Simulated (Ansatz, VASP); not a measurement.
La2LuN3: VASP beside Ansatz

INCAR

```
PREC     = Accurate       # precision mode
ENCUT    = 520            # plane-wave cutoff, eV
EDIFF    = 1E-6           # SCF threshold, eV
ISMEAR   = 0              # smearing method
SIGMA    = 0.1            # smearing width, eV
LREAL    = False          # projectors in reciprocal space
LASPH    = True           # aspherical terms in the spheres
NELM     = 60             # most SCF steps
ALGO     = Normal         # electronic algorithm
ISIF     = 2              # what is computed and relaxed
LWAVE    = False          # write WAVECAR
LCHARG   = False          # write CHGCAR
GGA      = PE             # functional
NBANDS   = 40             # bands
```

Contents of KPOINTS:

```
regular mesh
0
Gamma
  4 4 4
```

The input POSCAR:

```
La2LuN3
1.0
    4.4655211700      0.0000000000      0.0000000000
    0.0000000000      4.4655211700      0.0000000000
    0.0000000000      0.0000000000      7.2098431300
La Lu N
2 1 3
Direct
    0.5000000000      0.0000000000      0.1143385900
    0.0000000000      0.5000000000      0.1143385900
    0.0000000000      0.0000000000      0.3339471900
    0.5000000000      0.0000000000      0.8429510200
    0.0000000000      0.5000000000      0.8429510200
    0.0000000000      0.0000000000      0.7516874300
```

Input for Ansatz:

```yaml
crystal:
  lattice:
    - [4.46552117, 0.0, 0.0]
    - [0.0, 4.46552117, 0.0]
    - [0.0, 0.0, 7.20984313]
  atoms:
    - { symbol: La, position: [0.5, 0.0, 0.11433859] }
    - { symbol: La, position: [0.0, 0.5, 0.11433859] }
    - { symbol: Lu, position: [0.0, 0.0, 0.33394719] }
    - { symbol: "N", position: [0.5, 0.0, 0.84295102] }
    - { symbol: "N", position: [0.0, 0.5, 0.84295102] }
    - { symbol: "N", position: [0.0, 0.0, 0.75168743] }
basis:
  ecutwfc: 420
kpoints:
  mp_grid: { grid: [4, 4, 4] }
hamiltonian:
  xc: pbe
scf:
  occupations: { method: gaussian, width: 0.1 }
  lower_state_search: "off"
output:
  forces: true
  stress: true
  eigenvalues: true
```

Alike in both runs: task single point; functional PBE; k mesh 4 × 4 × 4; occupations gaussian, width 0.1 eV; no spin polarisation.

|  | VASP | Ansatz |
| --- | --- | --- |
| version | VASP 6.6.1 | Ansatz 0.2.0 |
| potentials or method | VASP PAW PBE potentials, release 64 (La, Lu, N) | scalar-relativistic, plane waves, PAW |
| plane-wave cutoff (eV) | 520 | 420 |
| valence electrons in the cell | 62 | 62 |

Ansatz gave:

```
gap on the k mesh at the Fermi level (eV)       : none
pressure (GPa)                                  : 4.8
largest component of the traceless stress (GPa) : 5.57
rms of the force components (eV/Å)              : 1.437
```

Q: Which values does VASP return?

A: gap on the k mesh at the Fermi level (eV): none; pressure (GPa): 5.0; largest component of the traceless stress (GPa): 5.44; rms of the force components (eV/Å): 1.457.

Atom by atom the forces differ by 0.027 eV/Å (rms over components). A gap of «none» marks a metal or a gap that the smearing closes. The functional is the same, so the differences come from potentials, cutoffs and numerics.

Caveats: forces of over 1 eV/Å show positions far from the minimum, so gaps and moduli don't describe the material at rest. The runs have no spin-orbit coupling, so splittings on La, Lu are missing.
